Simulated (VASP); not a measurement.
All values below come from LDA (Ceperley-Alder, Perdew-Zunger) with spin-orbit coupling, VASP's LDA PAW potentials (set 64) (plane waves; VASP 6.6.1).

VASP input:

**INCAR**
```
ALGO = Normal
ENCUT = 400   ! plane-wave cut-off (eV)
LMAXMIX = 4   ! l cut-off of mixed one-centre charges
LWAVE = .FALSE.
MAGMOM = 120*0.0
LCHARG = .FALSE.
PREC = Accurate
LSORBIT = .TRUE.
ISMEAR = 1
LNONCOLLINEAR = .TRUE.
EDIFF = 1E-6
SYSTEM = In2O3
LORBIT = 11   ! lm-projected
LREAL = Auto   ! projection in real space or not
SIGMA = 0.1   ! width (eV)
GGA_COMPAT = .FALSE.
ISIF = 2
LASPH = .TRUE.   ! aspherical one-centre terms
NELM = 100   ! most electronic steps
```

**KPOINTS**
```
Automatic mesh
0
Gamma
3 3 3
0 0 0
```

**POSCAR**
```
In2O3
1
   -5.1343780000     5.1343780000     5.1343780000
    5.1343780000    -5.1343780000     5.1343780000
    5.1343780000     5.1343780000    -5.1343780000
In O
16 24
Direct
  0.5000000000   0.5000000000   0.5000000000
  0.5000000000   0.0000000000   0.0000000000
  0.0000000000   0.0000000000   0.5000000000
  0.0000000000   0.5000000000   0.0000000000
  0.2500000000   0.7165000000   0.4665000000
  0.7500000000   0.7835000000   0.0335000000
  0.4665000000   0.2500000000   0.7165000000
  0.0335000000   0.7500000000   0.7835000000
  0.7165000000   0.4665000000   0.2500000000
  0.7835000000   0.0335000000   0.7500000000
  0.7500000000   0.2835000000   0.5335000000
  0.2500000000   0.2165000000   0.9665000000
  0.5335000000   0.7500000000   0.2835000000
  0.9665000000   0.2500000000   0.2165000000
  0.2835000000   0.5335000000   0.7500000000
  0.2165000000   0.9665000000   0.2500000000
  0.5361000000   0.7737000000   0.5434000000
  0.7303000000   0.9927000000   0.9566000000
  0.7697000000   0.7263000000   0.2624000000
  0.9639000000   0.5073000000   0.2376000000
  0.5434000000   0.5361000000   0.7737000000
  0.9566000000   0.7303000000   0.9927000000
  0.2624000000   0.7697000000   0.7263000000
  0.2376000000   0.9639000000   0.5073000000
  0.7737000000   0.5434000000   0.5361000000
  0.9927000000   0.9566000000   0.7303000000
  0.7263000000   0.2624000000   0.7697000000
  0.5073000000   0.2376000000   0.9639000000
  0.4639000000   0.2263000000   0.4566000000
  0.2697000000   0.0073000000   0.0434000000
  0.2303000000   0.2737000000   0.7376000000
  0.0361000000   0.4927000000   0.7624000000
  0.4566000000   0.4639000000   0.2263000000
  0.0434000000   0.2697000000   0.0073000000
  0.7376000000   0.2303000000   0.2737000000
  0.7624000000   0.0361000000   0.4927000000
  0.2263000000   0.4566000000   0.4639000000
  0.0073000000   0.0434000000   0.2697000000
  0.2737000000   0.7376000000   0.2303000000
  0.4927000000   0.7624000000   0.0361000000
```

POTCAR, in this order: In_d O (LDA.64 set). Program: vasp_ncl.

The run wrote:

### OUTCAR
```
 ion  position               nearest neighbor table
   1  0.500  0.500  0.500-  17 2.22  21 2.22  25 2.22  29 2.22  33 2.22  37 2.22   5 3.40   7 3.40
                             9 3.40  11 3.40  13 3.40  15 3.40  10 3.88  16 3.88   6 3.88  12 3.88
   2  0.500  0.000  0.000-  18 2.22  23 2.22  28 2.22  30 2.22  35 2.22  40 2.22   8 3.40  14 3.40
                             6 3.40  15 3.40   9 3.40  12 3.40   7 3.88  16 3.88  13 3.88  10 3.88
   3  0.000  0.000  0.500-  19 2.22  24 2.22  26 2.22  31 2.22  36 2.22  38 2.22  12 3.40  13 3.40
                             6 3.40   7 3.40  10 3.40  16 3.40   5 3.88   8 3.88  14 3.88  15 3.88
   4  0.000  0.500  0.000-  20 2.22  22 2.22  27 2.22  32 2.22  34 2.22  39 2.22   5 3.40  11 3.40
                            14 3.40  16 3.40  10 3.40   8 3.40  15 3.88   9 3.88  12 3.88   6 3.88
   5  0.250  0.717  0.467-  23 2.15  24 2.15  20 2.22  17 2.22  37 2.24  39 2.24   4 3.40   1 3.40
                            14 3.41  13 3.41  15 3.41  16 3.41   3 3.88   2 3.88  10 3.90   8 3.90
   6  0.750  0.783  0.033-  21 2.15  22 2.15  19 2.22  18 2.22  40 2.24  38 2.24   3 3.40   2 3.40
                            15 3.41  16 3.41  13 3.41  14 3.41   4 3.88   1 3.88  10 3.90   8 3.90
   7  0.467  0.250  0.717-  27 2.15  28 2.15  21 2.22  24 2.22  29 2.24  31 2.24   3 3.40   1 3.40
                            15 3.41  16 3.41  11 3.41  12 3.41   2 3.88   4 3.88   6 3.90  10 3.90
   8  0.033  0.750  0.783-  25 2.15  26 2.15  23 2.22  22 2.22  32 2.24  30 2.24   2 3.40   4 3.40
                            11 3.41  16 3.41  12 3.41  15 3.41   3 3.88   1 3.88  10 3.90   5 3.90
   9  0.717  0.467  0.250-  19 2.15  20 2.15  25 2.22  28 2.22  33 2.24  35 2.24   1 3.40   2 3.40
                            13 3.41  12 3.41  11 3.41  14 3.41   3 3.88   4 3.88   5 3.90   6 3.90
  10  0.783  0.033  0.750-  17 2.15  18 2.15  27 2.22  26 2.22  34 2.24  36 2.24   3 3.40   4 3.40
                            13 3.41  14 3.41  11 3.41  12 3.41   2 3.88   1 3.88   8 3.90   6 3.90
  11  0.750  0.283  0.533-  35 2.15  36 2.15  32 2.22  29 2.22  25 2.24  27 2.24   4 3.40   1 3.40
                             8 3.41   7 3.41   9 3.41  10 3.41   3 3.88   2 3.88  14 3.90  15 3.90
  12  0.250  0.217  0.967-  33 2.15  34 2.15  31 2.22  30 2.22  28 2.24  26 2.24   3 3.40   2 3.40
                             9 3.41  10 3.41   7 3.41   8 3.41   4 3.88   1 3.88  15 3.90  16 3.90
...
```

### OSZICAR
```
       N       E                     dE             d eps       ncg     rms          rms(c)
DAV:   1     0.568295869092E+04    0.56830E+04   -0.12231E+05  3384   0.200E+03
DAV:   2     0.124519904570E+04   -0.44378E+04   -0.42744E+04  3376   0.614E+02
DAV:   3    -0.839540826436E+02   -0.13292E+04   -0.12355E+04  3504   0.306E+02
DAV:   4    -0.287216239531E+03   -0.20326E+03   -0.19845E+03  4576   0.120E+02
DAV:   5    -0.293892035605E+03   -0.66758E+01   -0.66059E+01  4456   0.254E+01    0.430E+01
DAV:   6    -0.256198288719E+03    0.37694E+02   -0.15569E+02  4960   0.603E+01    0.379E+01
DAV:   7    -0.256381479829E+03   -0.18319E+00   -0.16006E+01  4216   0.120E+01    0.931E+00
DAV:   8    -0.255852617366E+03    0.52886E+00   -0.13252E+00  4848   0.361E+00    0.477E+00
DAV:   9    -0.255620563010E+03    0.23205E+00   -0.23289E-01  4712   0.296E+00    0.104E+00
DAV:  10    -0.255619548282E+03    0.10147E-02   -0.46729E-02  4464   0.114E+00    0.383E-01
DAV:  11    -0.255619342197E+03    0.20609E-03   -0.11090E-02  5192   0.338E-01    0.217E-01
DAV:  12    -0.255619480596E+03   -0.13840E-03   -0.19464E-03  4520   0.249E-01    0.502E-02
DAV:  13    -0.255619492272E+03   -0.11677E-04   -0.17279E-04  4344   0.805E-02    0.289E-02
DAV:  14    -0.255619492020E+03    0.25282E-06   -0.13227E-05  4808   0.345E-02    0.198E-02
DAV:  15    -0.255619492877E+03   -0.85744E-06   -0.29231E-06  3064   0.187E-02
   1 F= -.25561949E+03 E0= -.25562889E+03  d E =0.281837E-01  mag=    -0.0000     0.0000    -0.0000
```

OUTCAR:
```
------------------------ aborting loop because EDIFF is reached ----------------------------------------
  FORCE on cell =-STRESS in cart. coord.  units (eV):
  Direction    XX          YY          ZZ          XY          YZ          ZX
  --------------------------------------------------------------------------------------
  Total      -44.4223676    -44.4223676    -44.4223676      0.0000000      0.0000000      0.0000000
  in kB     -131.4585313   -131.4585313   -131.4585313      0.0000000      0.0000000      0.0000000
  external PRESSURE =    -131.4585313 kB  Pullay stress =       0.0000000 kB
  volume of cell :      541.41
      direct lattice vectors                 reciprocal lattice vectors
    -5.134378000  5.134378000  5.134378000     0.000000000  0.097382779  0.097382779
     5.134378000 -5.134378000  5.134378000     0.097382779  0.000000000  0.097382779
     5.134378000  5.134378000 -5.134378000     0.097382779  0.097382779  0.000000000
 POSITION                                       TOTAL-FORCE (eV/Angst)
 -----------------------------------------------------------------------------------
      2.56719      2.56719      2.56719         0.000000      0.000000     -0.000000
     -2.56719      2.56719      2.56719         0.000000      0.000000     -0.000000
      2.56719      2.56719     -2.56719         0.000000     -0.000000     -0.000000
      2.56719     -2.56719      2.56719         0.000000      0.000000     -0.000000
      4.79037      0.00000      2.56719        -0.031823      0.000000     -0.000000
      0.34400     -0.00000      7.70157         0.031823     -0.000000     -0.000000
      2.56719      4.79037      0.00000         0.000000     -0.031823     -0.000000
      7.70157      0.34400      0.00000         0.000000      0.031823     -0.000000
      0.00000      2.56719      4.79037         0.000000     -0.000000     -0.031823
      0.00000      7.70157      0.34400         0.000000      0.000000      0.031823
      0.34400      5.13438      2.56719         0.031823     -0.000000     -0.000000
      4.79037      5.13438     -2.56719        -0.031823      0.000000     -0.000000
      2.56719      0.34400      5.13438         0.000000      0.031823     -0.000000
     -2.56719      4.79037      5.13438         0.000000     -0.031823     -0.000000
      5.13438      2.56719      0.34400         0.000000      0.000000      0.031823
      5.13438     -2.56719      4.79037         0.000000     -0.000000     -0.031823
      4.00995      1.57009      3.93499        -0.219411      0.091549     -0.165584
      6.25881      3.56429      3.93499         0.219411     -0.091549     -0.165584
      1.12443      1.57009      6.33377         0.219411      0.091549      0.165584
     -1.12443      3.56429      6.33377        -0.219411     -0.091549      0.165584
      3.93499      4.00995      1.57009        -0.165584     -0.219411      0.091549
      3.93499      6.25881      3.56429        -0.165584      0.219411     -0.091549
      6.33377      1.12443      1.57009         0.165584      0.219411      0.091549
      6.33377     -1.12443      3.56429         0.165584     -0.219411     -0.091549
      1.57009      3.93499      4.00995         0.091549     -0.165584     -0.219411
      3.56429      3.93499      6.25881        -0.091549     -0.165584      0.219411
      1.57009      6.33377      1.12443         0.091549      0.165584      0.219411
      3.56429      6.33377     -1.12443        -0.091549      0.165584     -0.219411
      1.12443      3.56429      1.19939         0.219411     -0.091549      0.165584
     -1.12443      1.57009      1.19939        -0.219411      0.091549      0.165584
      4.00995      3.56429     -1.19939        -0.219411     -0.091549     -0.165584
      6.25881      1.57009     -1.19939         0.219411      0.091549     -0.165584
      1.19939      1.12443      3.56429         0.165584      0.219411     -0.091549
      1.19939     -1.12443      1.57009         0.165584     -0.219411      0.091549
     -1.19939      4.00995      3.56429        -0.165584     -0.219411     -0.091549
     -1.19939      6.25881      1.57009        -0.165584      0.219411      0.091549
      3.56429      1.19939      1.12443        -0.091549      0.165584      0.219411
      1.57009      1.19939     -1.12443         0.091549      0.165584     -0.219411
      3.56429     -1.19939      4.00995        -0.091549     -0.165584     -0.219411
      1.57009     -1.19939      6.25881         0.091549     -0.165584      0.219411
 -----------------------------------------------------------------------------------
    total drift:                                0.000000      0.000000      0.000000
  FREE ENERGIE OF THE ION-ELECTRON SYSTEM (eV)
  ---------------------------------------------------
  free  energy   TOTEN  =      -255.6194928771 eV

  energy  without entropy=     -255.6476766136  energy(sigma->0) =     -255.62888746

 total charge

# of ion       s       p       d       tot
------------------------------------------
    1        0.651   0.614  10.035  11.300
    2        0.651   0.614  10.035  11.300
    3        0.651   0.614  10.035  11.300
    4        0.651   0.614  10.035  11.300
    5        0.653   0.642  10.043  11.338
    6        0.653   0.642  10.043  11.338
    7        0.653   0.642  10.043  11.338
    8        0.653   0.642  10.043  11.338
    9        0.653   0.642  10.043  11.338
   10        0.653   0.642  10.043  11.338
   11        0.653   0.642  10.043  11.338
   12        0.653   0.642  10.043  11.338
   13        0.653   0.642  10.043  11.338
   14        0.653   0.642  10.043  11.338
   15        0.653   0.642  10.043  11.338
   16        0.653   0.642  10.043  11.338
   17        1.578   3.414   0.000   4.993
   18        1.578   3.414   0.000   4.993
   19        1.578   3.414   0.000   4.993
   20        1.578   3.414   0.000   4.993
   21        1.578   3.414   0.000   4.993
   22        1.578   3.414   0.000   4.993
   23        1.578   3.414   0.000   4.993
   24        1.578   3.414   0.000   4.993
   25        1.578   3.414   0.000   4.993
   26        1.578   3.414   0.000   4.993
   27        1.578   3.414   0.000   4.993
   28        1.578   3.414   0.000   4.993
   29        1.578   3.414   0.000   4.993
   30        1.578   3.414   0.000   4.993
   31        1.578   3.414   0.000   4.993
   32        1.578   3.414   0.000   4.993
   33        1.578   3.414   0.000   4.993
   34        1.578   3.414   0.000   4.993
   35        1.578   3.414   0.000   4.993
   36        1.578   3.414   0.000   4.993
   37        1.578   3.414   0.000   4.993
   38        1.578   3.414   0.000   4.993
   39        1.578   3.414   0.000   4.993
   40        1.578   3.414   0.000   4.993
--------------------------------------------------
tot         48.323  92.102 160.653 301.079

 magnetization (x)
...
```
(Selected blocks of OUTCAR.)

At this cut-off the stress carries a Pulay error, which pulls relaxed volumes low.

The structure was generated: In2O3 was put into an ordered model structure, a phase also known from measurement. The cell was not relaxed at this level. The run is one of a series of settings (GGA removed, GGA_COMPAT = .FALSE., LNONCOLLINEAR = .TRUE., LSORBIT = .TRUE., MAGMOM = 0.0 0.0 0.0 0.0 0.0 0.0 0.0 0.0 0.0 0.0 0.0 0.0 0.0 0.0 0.0 0.0 0.0 0.0 0.0 0.0 0.0 0.0 0.0 0.0 0.0 0.0 0.0 0.0 0.0 0.0 0.0 0.0 0.0 0.0 0.0 0.0 0.0 0.0 0.0 0.0 0.0 0.0 0.0 0.0 0.0 0.0 0.0 0.0 0.0 0.0 0.0 0.0 0.0 0.0 0.0 0.0 0.0 0.0 0.0 0.0 0.0 0.0 0.0 0.0 0.0 0.0 0.0 0.0 0.0 0.0 0.0 0.0 0.0 0.0 0.0 0.0 0.0 0.0 0.0 0.0 0.0 0.0 0.0 0.0 0.0 0.0 0.0 0.0 0.0 0.0 0.0 0.0 0.0 0.0 0.0 0.0 0.0 0.0 0.0 0.0 0.0 0.0 0.0 0.0 0.0 0.0 0.0 0.0 0.0 0.0 0.0 0.0 0.0 0.0 0.0 0.0 0.0 0.0 0.0 0.0, POTCAR In_d O (LDA.64 set), program vasp_ncl against the base run), some of them coarse on purpose.
